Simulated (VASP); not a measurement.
Computed with PW91 GGA, VASP's PBE PAW potentials (set 64) (plane waves; VASP).

VASP input:

INCAR:
```
SYSTEM = TiO2
PREC = Accurate
ENCUT = 520
EDIFF = 1E-7
NELM = 100
ALGO = Normal
LREAL = .FALSE.
LASPH = .TRUE.
ISMEAR = 0
SIGMA = 0.05
GGA = 91
LMAXMIX = 4
LWAVE = .FALSE.
LCHARG = .FALSE.
ISIF = 4
IBRION = 2
NSW = 30
EDIFFG = -0.01
```

POSCAR:
```
TiO2
1
    4.6871122485     0.0000000000     0.0000000000
    0.0000000000     4.6871122485     0.0000000000
    0.0000000000     0.0000000000     2.9979549747
Ti O
2 4
Direct
  0.0000000000   1.0000000000   0.0000000000
  0.5000000000   0.5000000000   0.5000000000
  0.3048417183   0.3048417183   0.0000000000
  0.8048417183   0.1951582817   0.5000000000
  0.1951582817   0.8048417183   0.5000000000
  0.6951582817   0.6951582817   1.0000000000
```

**KPOINTS**
```
kpoints
0
G
5 5 7
0 0 0
```

POTCAR, in this order: Ti_sv O (PBE.64 set). Program: vasp_std.

Output

### OUTCAR
```
 ion  position               nearest neighbor table
   1  0.000  0.000  0.000-   4 1.98   5 1.98   4 1.98   5 1.98   3 2.02   6 2.02
   2  0.500  0.500  0.500-   3 1.98   6 1.98   3 1.98   6 1.98   5 2.02   4 2.02
   3  0.305  0.305  0.000-   2 1.98   2 1.98   1 2.02
   4  0.805  0.195  0.500-   1 1.98   1 1.98   2 2.02
   5  0.195  0.805  0.500-   1 1.98   1 1.98   2 2.02
   6  0.695  0.695  0.000-   2 1.98   2 1.98   1 2.02
  LATTYP: Found a simple tetragonal cell.
 ALAT       =     4.6871122485
 C/A-ratio  =     0.6396166372
 Subroutine PRICEL returns:
 Original cell was already a primitive cell.
 Subroutine GETGRP returns: Found 16 space group operations
The static configuration has the point symmetry D_2h.
 The point group associated with its full space group is D_4h.
The dynamic configuration has the point symmetry D_2h.
 Subroutine INISYM returns: Found 16 space group operations
 Subroutine IBZKPT returns following result:
 Found     24 irreducible k-points:

 Following reciprocal coordinates:
            Coordinates               Weight
  0.000000  0.000000  0.000000      1.000000
  0.200000  0.000000  0.000000      4.000000
  0.400000  0.000000  0.000000      4.000000
  0.200000  0.200000  0.000000      4.000000
  0.400000  0.200000  0.000000      8.000000
  0.400000  0.400000  0.000000      4.000000
  0.000000  0.000000  0.142857      2.000000
  0.200000  0.000000  0.142857      8.000000
  0.400000  0.000000  0.142857      8.000000
  0.200000  0.200000  0.142857      8.000000
  0.400000  0.200000  0.142857     16.000000
  0.400000  0.400000  0.142857      8.000000
  0.000000  0.000000  0.285714      2.000000
  0.200000  0.000000  0.285714      8.000000
  0.400000  0.000000  0.285714      8.000000
  0.200000  0.200000  0.285714      8.000000
  0.400000  0.200000  0.285714     16.000000
  0.400000  0.400000  0.285714      8.000000
...
```

### OSZICAR
```
       N       E                     dE             d eps       ncg     rms          rms(c)
DAV:   1     0.677571417646E+03    0.67757E+03   -0.25210E+04  1344   0.200E+03
DAV:   2     0.441631351746E+02   -0.63341E+03   -0.61323E+03  1452   0.581E+02
DAV:   3    -0.670160814657E+02   -0.11118E+03   -0.10854E+03  2108   0.216E+02
DAV:   4    -0.719240120640E+02   -0.49079E+01   -0.49024E+01  1780   0.478E+01
DAV:   5    -0.721314651165E+02   -0.20745E+00   -0.20740E+00  1932   0.812E+00    0.308E+01
DAV:   6    -0.547910532570E+02    0.17340E+02   -0.12817E+02  1616   0.103E+02    0.128E+01
DAV:   7    -0.542049447923E+02    0.58611E+00   -0.22467E+01  1668   0.366E+01    0.758E+00
DAV:   8    -0.541049055860E+02    0.10004E+00   -0.56968E+00  1668   0.207E+01    0.443E+00
DAV:   9    -0.539112152874E+02    0.19369E+00   -0.17908E+00  1748   0.111E+01    0.113E+00
DAV:  10    -0.539243620536E+02   -0.13147E-01   -0.11016E-01  1664   0.252E+00    0.202E-01
DAV:  11    -0.539242148543E+02    0.14720E-03   -0.40107E-03  1784   0.468E-01    0.971E-02
DAV:  12    -0.539242174906E+02   -0.26363E-05   -0.53019E-04  1908   0.155E-01    0.638E-02
DAV:  13    -0.539241743470E+02    0.43144E-04   -0.26135E-04  1900   0.126E-01    0.938E-03
DAV:  14    -0.539241751868E+02   -0.83979E-06   -0.94293E-06  1816   0.224E-02    0.497E-03
DAV:  15    -0.539241755457E+02   -0.35897E-06   -0.11887E-06  1668   0.909E-03    0.186E-03
DAV:  16    -0.539241755320E+02    0.13771E-07   -0.10759E-07   960   0.345E-03
   1 F= -.53924176E+02 E0= -.53924176E+02  d E =-.539242E+02
       N       E                     dE             d eps       ncg     rms          rms(c)
DAV:   1    -0.539345069570E+02   -0.10331E-01   -0.18622E+00  1344   0.112E+01    0.669E-01
DAV:   2    -0.539324079603E+02    0.20990E-02   -0.58478E-02  1464   0.199E+00    0.426E-01
DAV:   3    -0.539295514888E+02    0.28565E-02   -0.86107E-03  1724   0.787E-01    0.184E-01
DAV:   4    -0.539289737566E+02    0.57773E-03   -0.31445E-03  1716   0.481E-01    0.415E-02
DAV:   5    -0.539289684445E+02    0.53122E-05   -0.30285E-04  1552   0.160E-01    0.215E-02
DAV:   6    -0.539289662028E+02    0.22417E-05   -0.31396E-05  2052   0.426E-02    0.853E-03
DAV:   7    -0.539289663562E+02   -0.15346E-06   -0.87915E-06  1724   0.227E-02    0.340E-03
DAV:   8    -0.539289663829E+02   -0.26682E-07   -0.15130E-06  1508   0.926E-03    0.139E-03
DAV:   9    -0.539289663641E+02    0.18807E-07   -0.92655E-08   924   0.322E-03
   2 F= -.53928966E+02 E0= -.53928966E+02  d E =-.479083E-02
       N       E                     dE             d eps       ncg     rms          rms(c)
DAV:   1    -0.539297161353E+02   -0.74975E-03   -0.16267E-01  1360   0.331E+00    0.198E-01
DAV:   2    -0.539295302277E+02    0.18591E-03   -0.50692E-03  1500   0.589E-01    0.126E-01
DAV:   3    -0.539292743262E+02    0.25590E-03   -0.70364E-04  1700   0.229E-01    0.501E-02
DAV:   4    -0.539292348717E+02    0.39454E-04   -0.25461E-04  1784   0.135E-01    0.133E-02
DAV:   5    -0.539292337166E+02    0.11551E-05   -0.26151E-05  1616   0.470E-02    0.636E-03
DAV:   6    -0.539292335851E+02    0.13155E-06   -0.23321E-06  1796   0.117E-02    0.212E-03
DAV:   7    -0.539292336462E+02   -0.61143E-07   -0.47773E-07  1352   0.552E-03
   3 F= -.53929234E+02 E0= -.53929234E+02  d E =-.505811E-02
```

### OUTCAR
```
------------------------ aborting loop because EDIFF is reached ----------------------------------------
  FORCE on cell =-STRESS in cart. coord.  units (eV):
  Direction    XX          YY          ZZ          XY          YZ          ZX
  --------------------------------------------------------------------------------------
  Total       -2.2924640     -2.2924640     -2.3112011      0.0000000      0.0000000      0.0000000
  in kB      -55.7670013    -55.7670013    -56.2228036      0.0000000      0.0000000      0.0000000
  external PRESSURE =     -55.9189354 kB  Pullay stress =       0.0000000 kB
  volume of cell :       65.86
      direct lattice vectors                 reciprocal lattice vectors
     4.700023465 -0.000000000  0.000000000     0.212764895 -0.000000000  0.000000000
     0.000000000  4.700023465  0.000000000     0.000000000  0.212764895  0.000000000
     0.000000000  0.000000000  2.981506512     0.000000000  0.000000000  0.335400911
 POSITION                                       TOTAL-FORCE (eV/Angst)
 -----------------------------------------------------------------------------------
      0.00000     -0.00000      0.00000        -0.000000      0.000000      0.000000
      2.35001      2.35001      1.49075        -0.000000      0.000000      0.000000
      1.43943      1.43943      0.00000        -0.001517     -0.001517     -0.000000
      3.78944      0.91058      1.49075        -0.001517      0.001517      0.000000
      0.91058      3.78944      1.49075         0.001517     -0.001517      0.000000
      3.26059      3.26059      0.00000         0.001517      0.001517      0.000000
 -----------------------------------------------------------------------------------
    total drift:                                0.000000      0.000000     -0.000000
  FREE ENERGIE OF THE ION-ELECTRON SYSTEM (eV)
  ---------------------------------------------------
  free  energy   TOTEN  =       -53.9292336462 eV

  energy  without entropy=      -53.9292336462  energy(sigma->0) =      -53.92923365

 reached required accuracy - stopping structural energy minimisation
```
(Selected blocks of OUTCAR.)

CONTCAR:
```
TiO2
   1.00000000000000
     4.7000234647113999   -0.0000000000000000    0.0000000000000000
     0.0000000000000000    4.7000234647113999    0.0000000000000000
     0.0000000000000000    0.0000000000000000    2.9815065123792803
  Ti              O
     2     4
Direct
     0.0000000000000000    0.0000000000000000    0.0000000000000000
     0.5000000000000000    0.5000000000000000    0.5000000000000000
     0.3062601540912011    0.3062601540912011    0.0000000000000000
     0.8062601540912012    0.1937398459087988    0.5000000000000000
     0.1937398459087988    0.8062601540912012    0.5000000000000000
     0.6937398459087988    0.6937398459087988    0.0000000000000000
```

The compound is TiO2 in the rutile structure. This cell is one point of a volume scan, at 1.03 of the reference volume. Symmetry was kept, so distortions that lower it aren't found.
